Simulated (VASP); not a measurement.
## ZnS (Wurtzite-2H) with LDA: from relaxation to properties

What structure does ZnS (Wurtzite-2H) take at this level, and what are its properties? The steps: relaxing cell and atoms (LDA), second relaxation, single point with fields (LDA), bands along the symmetry lines (LDA), density of states (LDA), volume scan with LDA, fit for LDA and field gradients at the nuclei (LDA). The start is a cell from a database of measured crystal structures.

Calculated with VASP 6.6.1; LDA; plane waves and PAW (Zn, S).

The database entry behind the starting cell has ideal inner coordinates that were not refined, so it need not match the best structure at ambient conditions.

## Step 1: The starting structure

Before any relaxation, the start is as follows. It takes space group P6_3mc (No. 186, hexagonal). Conventional cell: a = 3.818 Å, b = 3.818 Å, c = 6.260 Å, α = 90.00°, β = 90.00°, γ = 120.00°. Nearest to Zn lie 4 S at 2.34 to 2.35 Å. S has 4 Zn at 2.34 to 2.35 Å nearest. Farther neighbours and most contacts between anions are not listed.

As a file:

```
Zn S
1.0
     3.81800    0.00000    0.00000
    -1.90900    3.30648    0.00000
     0.00000    0.00000    6.26000
Zn S
2 2
Direct
  0.33333 0.66667 0.00000
  0.66667 0.33333 0.50000
  0.33333 0.66667 0.37500
  0.66667 0.33333 0.87500
```

## Step 2: Relaxing cell and atoms (LDA)

The start need not lie at this functional's minimum. ISIF = 3 frees volume, shape and positions, and EDIFFG sets the threshold on forces and stress at which the search stops. LDA, the lowest rung, knows the local density alone.

INCAR

```
SYSTEM = ZnS
PREC = Accurate
ENCUT = 400
EDIFF = 1E-06
NELM = 100
ISMEAR = 0
SIGMA = 0.05
LREAL = .FALSE.
ALGO = Normal
GGA = CA
NBANDS = 24
LORBIT = 11
LWAVE = .FALSE.
LCHARG = .FALSE.
KPAR = 4
IBRION = 2
NSW = 60
ISIF = 3
EDIFFG = -0.01
```

POSCAR

```
ZnS
1.0
    3.8180000000      0.0000000000      0.0000000000
   -1.9090000000      3.3064849916      0.0000000000
    0.0000000000      0.0000000000      6.2600000000
Zn S
2 2
Direct
    0.3333333333      0.6666666667      0.0000000000
    0.6666666667      0.3333333333      0.5000000000
    0.3333333333      0.6666666667      0.3750000000
    0.6666666667      0.3333333333      0.8750000000
```

KPOINTS

```
Automatic mesh
0
Gamma
6 6 3
0 0 0
```

The projector-augmented-wave data sets are Zn and S (LDA family, release 64).

The run is started by

```console
$ mpirun -np 4 vasp_std
```

The program printed:

```text
[banner, memory and clock lines left out]
running    4 mpi-ranks, on    1 nodes
 distrk:  each k-point on    1 cores,    4 groups
 distr:  one band on    1 cores,    1 groups

 POSCAR found type information on POSCAR ZnS
 POSCAR found :  2 types and       4 ions
 LDA part: xc-table for (Slater(with rela. corr.)+CA(PZ))
 , standard interpolation
 POSCAR, INCAR and KPOINTS ok, starting setup
 FFT: planning ... GRIDC
 FFT: planning ... GRID_SOFT
 FFT: planning ... GRID
 WAVECAR not read
 entering main loop
       N       E                     dE             d eps       ncg     rms          rms(c)
DAV:   1     0.206670443443E+03    0.20667E+03   -0.14985E+04   672   0.151E+03
DAV:   2     0.126459569171E+01   -0.20541E+03   -0.19805E+03   744   0.322E+02
DAV:   3    -0.168437704414E+02   -0.18108E+02   -0.18031E+02   816   0.101E+02
DAV:   4    -0.171815596678E+02   -0.33779E+00   -0.33762E+00   824   0.147E+01
DAV:   5    -0.171879869911E+02   -0.64273E-02   -0.64268E-02   832   0.188E+00    0.966E+00
DAV:   6    -0.163570733821E+02    0.83091E+00   -0.18771E+00  1008   0.404E+01    0.739E+00
DAV:   7    -0.163507891507E+02    0.62842E-02   -0.14140E+00   744   0.715E+00    0.311E+00
DAV:   8    -0.163324950038E+02    0.18294E-01   -0.61017E-02   920   0.241E+00    0.863E-01
DAV:   9    -0.163316426265E+02    0.85238E-03   -0.11658E-02   912   0.167E+00    0.251E-01
DAV:  10    -0.163317013642E+02   -0.58738E-04   -0.56538E-04   856   0.247E-01    0.147E-01
DAV:  11    -0.163317251610E+02   -0.23797E-04   -0.73308E-05   800   0.124E-01    0.925E-02
DAV:  12    -0.163317209322E+02    0.42288E-05   -0.28743E-05   816   0.109E-01    0.745E-03
DAV:  13    -0.163317212166E+02   -0.28441E-06   -0.15869E-06   512   0.100E-02
   1 F= -.16331721E+02 E0= -.16331721E+02  d E =-.163317E+02
 curvature:   0.00 expect dE= 0.000E+00 dE for cont linesearch  0.000E+00
 trial: gam= 0.00000 g(F)=  0.414E-04 g(S)=  0.188E+00 ort = 0.000E+00 (trialstep = 0.100E+01)
 search vector abs. value=  0.188E+00
 bond charge predicted
       N       E                     dE             d eps       ncg     rms          rms(c)
DAV:   1    -0.193010317338E+02   -0.29693E+01   -0.35434E+01   792   0.996E+01    0.131E+01
DAV:   2    -0.167557906521E+02    0.25452E+01   -0.13353E+01   784   0.969E+01    0.484E+00
DAV:   3    -0.164719118814E+02    0.28388E+00   -0.96550E-01   864   0.172E+01    0.224E+00
DAV:   4    -0.164102084148E+02    0.61703E-01   -0.25738E-01   848   0.370E+00    0.169E+00
DAV:   5    -0.163984604362E+02    0.11748E-01   -0.92721E-03  1088   0.169E+00    0.991E-01
DAV:   6    -0.163906867422E+02    0.77737E-02   -0.94232E-03  1136   0.169E+00    0.260E-01
DAV:   7    -0.163905304721E+02    0.15627E-03   -0.62345E-03   848   0.961E-01    0.120E-01
DAV:   8    -0.163905183226E+02    0.12150E-04   -0.57165E-04   864   0.294E-01    0.640E-02
DAV:   9    -0.163905247987E+02   -0.64762E-05   -0.37540E-05   744   0.665E-02    0.182E-02
DAV:  10    -0.163905240343E+02    0.76438E-06   -0.55064E-07   456   0.213E-02
   2 F= -.16390524E+02 E0= -.16390524E+02  d E =-.588028E-01
[...]
3 F= -.16401883E+02 E0= -.16401883E+02  d E =-.701616E-01
[...]
4 F= -.16401865E+02 E0= -.16401865E+02  d E =-.701442E-01
[...]
5 F= -.16401955E+02 E0= -.16401955E+02  d E =-.899988E-04
[...]
6 F= -.16402012E+02 E0= -.16402012E+02  d E =-.146938E-03
 curvature:  -1.23 expect dE=-0.125E-03 dE for cont linesearch -0.356E-08
 trial: gam= 0.53929 g(F)=  0.568E-05 g(S)=  0.963E-04 ort =-0.580E-06 (trialstep = 0.107E+01)
 search vector abs. value=  0.135E-03
 bond charge predicted
       N       E                     dE             d eps       ncg     rms          rms(c)
DAV:   1    -0.164030727798E+02   -0.10607E-02   -0.18427E-02   808   0.197E+00    0.237E-01
DAV:   2    -0.164022609400E+02    0.81184E-03   -0.40654E-03   816   0.136E+00    0.100E-01
DAV:   3    -0.164021076826E+02    0.15326E-03   -0.24102E-04   816   0.156E-01    0.496E-02
DAV:   4    -0.164020602681E+02    0.47414E-04   -0.58795E-05   792   0.768E-02    0.193E-02
DAV:   5    -0.164020581517E+02    0.21164E-05   -0.16128E-05   856   0.481E-02    0.607E-03
DAV:   6    -0.164020583660E+02   -0.21430E-06   -0.46402E-06   600   0.261E-02
   7 F= -.16402058E+02 E0= -.16402058E+02  d E =-.460243E-04
 trial-energy change:   -0.000046  1 .order   -0.000061   -0.000109   -0.000012
 step:   1.2064(harm=  1.2064)  dis= 0.00042  next Energy=   -16.402074 (dE=-0.613E-04)
 reached required accuracy - stopping structural energy minimisation
```

Elapsed: 13 s, on 4 MPI ranks of Intel Xeon 6975P-C (Granite Rapids), shared host; peak memory 0.64 GiB; 51 s of CPU time.

Lines that name or quote the potential files are left out of all logs, and their timing lines are given in words.

OUTCAR, selected parts (step 2):

```text
ion  position               nearest neighbor table
   1  0.333  0.667  0.000-   4 2.34   4 2.34   4 2.34   3 2.35
   2  0.667  0.333  0.500-   3 2.34   3 2.34   3 2.34   4 2.35
   3  0.333  0.667  0.375-   2 2.34   2 2.34   2 2.34   1 2.35
   4  0.667  0.333  0.875-   1 2.34   1 2.34   1 2.34   2 2.35

  LATTYP: Found a hexagonal cell.
 ALAT       =     3.8180000000
 C/A-ratio  =     1.6396018858

 Subroutine GETGRP returns: Found 12 space group operations
 (whereof  6 operations were pure point group operations)

The static configuration has the point symmetry C_3v.
 The point group associated with its full space group is C_6v.

 Found     14 irreducible k-points:

   k-points           NKPTS =     14   k-points in BZ     NKDIM =     14   number of bands    NBANDS=     24

   dimension x,y,z NGX =    28 NGY =   28 NGZ =   42
   dimension x,y,z NGXF=    56 NGYF=   56 NGZF=   84

   ENCUT  =  400.0 eV  29.40 Ry    5.42 a.u.   6.23  6.23 10.21*2*pi/ulx,y,z

   NELECT =      36.0000    total number of electrons

 k-points in reciprocal lattice and weights: Automatic mesh
   0.00000000  0.00000000  0.00000000       0.009
   0.16666667  0.00000000  0.00000000       0.056
   0.33333333  0.00000000  0.00000000       0.056
   0.50000000  0.00000000  0.00000000       0.028
   0.16666667  0.16666667  0.00000000       0.056
   0.33333333  0.16666667  0.00000000       0.111
   0.33333333  0.33333333  0.00000000       0.019
   0.00000000  0.00000000  0.33333333       0.019
   0.16666667  0.00000000  0.33333333       0.111
[...]
0.33333333  0.16666667  0.33333333       0.222
   0.33333333  0.33333333  0.33333333       0.037

 average (electrostatic) potential at core
       1 -37.0512       2 -37.0512       3 -88.7530       4 -88.7530

 E-fermi :   2.8134

 k-point     1 :       0.0000    0.0000    0.0000
  band No.  band energies     occupation
    ...
     14       1.5415      2.00000
     15       1.5415      2.00000
     16       2.4282      2.00000
     17       2.5310      2.00000
     18       2.5310      2.00000
     19       4.7534      0.00000
     20       5.5473      0.00000
     21       8.6521      0.00000
     22       8.6521      0.00000
     23       8.9004      0.00000
    ...

 k-point     2 :       0.1667    0.0000    0.0000
  band No.  band energies     occupation
    ...
     14       0.2023      2.00000
     15       1.1011      2.00000
     16       1.1328      2.00000
     17       2.1527      2.00000
     18       2.2803      2.00000
     19       5.9173      0.00000
     20       6.5174      0.00000
     21       8.1480      0.00000
     22       9.1446      0.00000
     23       9.1753      0.00000
    ...

 k-point     3 :       0.3333    0.0000    0.0000
  band No.  band energies     occupation
    ...
     14      -1.3965      2.00000
     15      -0.6735      2.00000
     16       0.3804      2.00000
     17       1.3246      2.00000
     18       1.7861      2.00000
     19       6.1841      0.00000
     20       6.7300      0.00000
     21       7.9248      0.00000
     22       9.1952      0.00000
     23       9.3853      0.00000
    ...

  Total       -0.0085262     -0.0085262     -0.0084560      0.0000000      0.0000000      0.0000000
  in kB       -0.1836831     -0.1836831     -0.1821702      0.0000000      0.0000000      0.0000000
  external PRESSURE =      -0.1831788 kB  Pullay stress =       0.0000000 kB

  energy-cutoff  :      400.00
  volume of cell :       74.37
      direct lattice vectors                 reciprocal lattice vectors
     3.738895067  0.000000000  0.000000000     0.267458696  0.154417350 -0.000000000
    -1.869447533  3.237978110 -0.000000000     0.000000000  0.308834701 -0.000000000
     0.000000000  0.000000000  6.142995177     0.000000000  0.000000000  0.162787040

 POSITION                                       TOTAL-FORCE (eV/Angst)
 -----------------------------------------------------------------------------------
     -0.00000      2.15865      0.00367        -0.000000     -0.000000     -0.000072
      1.86945      1.07933      3.07517        -0.000000     -0.000000     -0.000072
     -0.00000      2.15865      2.29995         0.000000      0.000000      0.000072
      1.86945      1.07933      5.37145         0.000000      0.000000      0.000072
 -----------------------------------------------------------------------------------
    total drift:                               -0.000001     -0.000001     -0.000041

  FREE ENERGIE OF THE ION-ELECTRON SYSTEM (eV)
  ---------------------------------------------------
  free  energy   TOTEN  =       -16.4020583660 eV

  energy  without entropy=      -16.4020583660  energy(sigma->0) =      -16.40205837

 reached required accuracy - stopping structural energy minimisation

 total charge
# of ion       s       p       d       tot
------------------------------------------
    1        0.548   0.540   9.805  10.893
    2        0.548   0.540   9.805  10.893
    3        1.312   2.445   0.000   3.756
    4        1.312   2.445   0.000   3.756
--------------------------------------------------
tot          3.720   5.969  19.610  29.299

[... 3 further parts left out ...]
```

The gap is read on the k-mesh alone, so it is an upper bound where the band edges lie off the mesh. The run keeps the 12 symmetry operations of its start, so it cannot find a distortion of lower symmetry.

Relaxation path:

```csv
step,energy less that of the first step (eV),largest force (eV/Å),pressure (GPa),volume (Å³)
1,0.0000,0.0146,-4.62,79.03
2,-0.0588,0.0267,1.90,72.69
3,-0.0702,0.0237,0.00,74.39
4,-0.0701,0.0236,-0.05,74.48
5,-0.0702,0.0126,-0.08,74.48
6,-0.0703,0.0054,-0.08,74.47
7,-0.0703,0.0001,-0.02,74.37
```

```csv
"conventional cell, symmetrised",before,after,change
a (Å),3.818,3.739,-2.1 %
b (Å),3.818,3.739,-2.1 %
c (Å),6.260,6.143,-1.9 %
volume (Å³/atom),19.76,18.59,-5.9 %
```

Final coordinates:

```xyz
4
Lattice="3.7389 0.0000 0.0000 -1.8694 3.2380 0.0000 0.0000 0.0000 6.1430" Properties=species:S:1:pos:R:3 pbc="T T T"
Zn    0.0000    2.1587    0.0037
Zn    1.8694    1.0793    3.0752
S     0.0000    2.1587    2.3000
S     1.8694    1.0793    5.3715
```

A gap read on the k-mesh alone can miss the band edges.

Numbers from this step:

| Item | Value |
| --- | --- |
| electrons | 36 |
| bands | 24 |
| irreducible k-points | 14 |
| symmetry operations | 12 |
| free energy (TOTEN) | -16.40 eV |
| Fermi energy | 2.813 eV |
| pressure | -0.01832 GPa |
| metallic | no |
| valence top at k | 0, 0, 0 |
| conduction bottom at k | 0, 0, 0 |
| least direct gap at k | 0, 0, 0 |
| SCF cycles over all ionic steps | 54 |
| gap on the k-mesh | 2.222 eV |
| least direct gap on the k-mesh | 2.222 eV |

It ends with forces under 0.001 eV/Å and a pressure of -0.02 GPa. The volume lies -5.9 % from that of the database's start, which holds the thermal and zero-point expansion of its experiment. LDA is known to overbind.

## Step 3: Second relaxation

The basis stayed that of the start cell while the cell moved. A rerun from the cell reached resets it; the error of the finite cutoff stays.

INCAR is that of step 2.

POSCAR

```
ZnS
1.0
    3.7388950666      0.0000000000      0.0000000000
   -1.8694475333      3.2379781097      0.0000000000
    0.0000000000      0.0000000000      6.1429951770
Zn S
2 2
Direct
    0.3333333333      0.6666666667      0.0005974774
    0.6666666667      0.3333333333      0.5005974774
    0.3333333333      0.6666666667      0.3744025226
    0.6666666667      0.3333333333      0.8744025226
```

KPOINTS is that of step 2.

The run is started by

```console
$ mpirun -np 4 vasp_std
```

The program printed:

```text
[... set-up lines as in an earlier step ...]
 entering main loop
       N       E                     dE             d eps       ncg     rms          rms(c)
DAV:   1     0.210705732724E+03    0.21071E+03   -0.15100E+04   672   0.154E+03
DAV:   2     0.668622002451E+00   -0.21004E+03   -0.20436E+03   720   0.328E+02
DAV:   3    -0.169482821983E+02   -0.17617E+02   -0.17537E+02   856   0.102E+02
DAV:   4    -0.172680603145E+02   -0.31978E+00   -0.31960E+00   784   0.142E+01
DAV:   5    -0.172743468615E+02   -0.62865E-02   -0.62860E-02   848   0.190E+00    0.109E+01
DAV:   6    -0.164226231774E+02    0.85172E+00   -0.19143E+00   992   0.422E+01    0.817E+00
DAV:   7    -0.164180792888E+02    0.45439E-02   -0.16365E+00   792   0.772E+00    0.329E+00
DAV:   8    -0.163961191471E+02    0.21960E-01   -0.62353E-02   904   0.223E+00    0.976E-01
DAV:   9    -0.163947837546E+02    0.13354E-02   -0.16503E-02   936   0.165E+00    0.281E-01
DAV:  10    -0.163948236209E+02   -0.39866E-04   -0.52936E-04   856   0.292E-01    0.163E-01
DAV:  11    -0.163948444092E+02   -0.20788E-04   -0.69250E-05   816   0.926E-02    0.846E-02
DAV:  12    -0.163948418793E+02    0.25299E-05   -0.12396E-05   920   0.479E-02    0.889E-03
DAV:  13    -0.163948420317E+02   -0.15233E-06   -0.45685E-07   448   0.473E-03
   1 F= -.16394842E+02 E0= -.16394842E+02  d E =-.163948E+02
 curvature:   0.00 expect dE= 0.000E+00 dE for cont linesearch  0.000E+00
 trial: gam= 0.00000 g(F)=  0.168E-11 g(S)=  0.253E-05 ort = 0.000E+00 (trialstep = 0.100E+01)
 search vector abs. value=  0.253E-05
 reached required accuracy - stopping structural energy minimisation
```

It took 2.8 s on 4 MPI ranks; peak memory 0.53 GiB.

From OUTCAR (step 3):

```text
  LATTYP: Found a hexagonal cell.
 ALAT       =     3.7388950666
 C/A-ratio  =     1.6429974812

 Found     14 irreducible k-points:

   dimension x,y,z NGX =    24 NGY =   24 NGZ =   40
   dimension x,y,z NGXF=    48 NGYF=   48 NGZF=   80

   ENCUT  =  400.0 eV  29.40 Ry    5.42 a.u.   6.10  6.10 10.02*2*pi/ulx,y,z

   NELECT =      36.0000    total number of electrons

 E-fermi :   2.8134

 k-point     1 :       0.0000    0.0000    0.0000
  band No.  band energies     occupation
    ...
     14       1.5416      2.00000
     15       1.5416      2.00000
     16       2.4284      2.00000
     17       2.5312      2.00000
     18       2.5312      2.00000
     19       4.7532      0.00000
     20       5.5471      0.00000
     21       8.6520      0.00000
     22       8.6520      0.00000
     23       8.9003      0.00000
    ...

 k-point     2 :       0.1667    0.0000    0.0000
  band No.  band energies     occupation
    ...
     14       0.2024      2.00000
     15       1.1012      2.00000
     16       1.1329      2.00000
     17       2.1529      2.00000
     18       2.2805      2.00000
     19       5.9171      0.00000
     20       6.5173      0.00000
     21       8.1479      0.00000
     22       9.1445      0.00000
     23       9.1753      0.00000
    ...

  Total       -0.0100574     -0.0100574      0.0027764      0.0000000     -0.0000000      0.0000000
  in kB       -0.2166692     -0.2166692      0.0598138      0.0000000     -0.0000000      0.0000000
  external PRESSURE =      -0.1245082 kB  Pullay stress =       0.0000000 kB

  energy-cutoff  :      400.00
  volume of cell :       74.37
      direct lattice vectors                 reciprocal lattice vectors
     3.738895067  0.000000000  0.000000000     0.267458696  0.154417350  0.000000000
    -1.869447533  3.237978110  0.000000000     0.000000000  0.308834701  0.000000000
     0.000000000  0.000000000  6.142995177     0.000000000  0.000000000  0.162787040

 POSITION                                       TOTAL-FORCE (eV/Angst)
 -----------------------------------------------------------------------------------
     -0.00000      2.15865      0.00367        -0.000000      0.000000     -0.000003
      1.86945      1.07933      3.07517         0.000000     -0.000000     -0.000003
     -0.00000      2.15865      2.29995         0.000000      0.000000      0.000003
      1.86945      1.07933      5.37145        -0.000000     -0.000000      0.000003
 -----------------------------------------------------------------------------------
    total drift:                               -0.000000     -0.000001      0.000506

  FREE ENERGIE OF THE ION-ELECTRON SYSTEM (eV)
  ---------------------------------------------------
  free  energy   TOTEN  =       -16.3948420317 eV

  energy  without entropy=      -16.3948420317  energy(sigma->0) =      -16.39484203

 total charge
# of ion       s       p       d       tot
------------------------------------------
    1        0.548   0.540   9.804  10.893
    2        0.548   0.540   9.804  10.893
    3        1.312   2.444   0.000   3.756
    4        1.312   2.444   0.000   3.756
--------------------------------------------------
tot          3.720   5.968  19.608  29.297

[... 4 parts as in an earlier step ...]

[... 7 further parts left out ...]
```

CONTCAR:

```
ZnS
   1.00000000000000
     3.7388950666000000    0.0000000000000000    0.0000000000000000
    -1.8694475333000000    3.2379781097000002    0.0000000000000000
     0.0000000000000000    0.0000000000000000    6.1429951770000004
  Zn              S
     2     2
Direct
     0.3333333332999970    0.6666666667000030    0.0005974773999995
     0.6666666667000030    0.3333333332999970    0.5005974773999995
     0.3333333332999970    0.6666666667000030    0.3744025226000005
     0.6666666667000030    0.3333333332999970    0.8744025226000005
```

Little changed from the start: no atom moved by 0.005 Å and no cell edge by 0.1 %.

Numbers from this step:

* free energy (TOTEN): -16.39 eV
* pressure: -0.01245 GPa
* SCF cycles over all ionic steps: 13

It ends with forces under 0.001 eV/Å and a pressure of -0.01 GPa. The volume moved by under 0.01 %: the run met its threshold at the first step.

[end of part 1 of 4]

[Lines on the potential files, build, host, timing and source positions are cut from VASP's logs without a mark.]

[Logs are printed without paths, hosts, clocks, repeated set-up lines and the standing remarks that a program may print on its own settings, such as how far it seeks lower states.]

[Hosts, paths, dates, database ids (printed as entryN), source tags and the programs' standing remarks are cut or masked in the printed files.]

[A measured line is paired with the nearest computed mode of its activity, which favours agreement.]
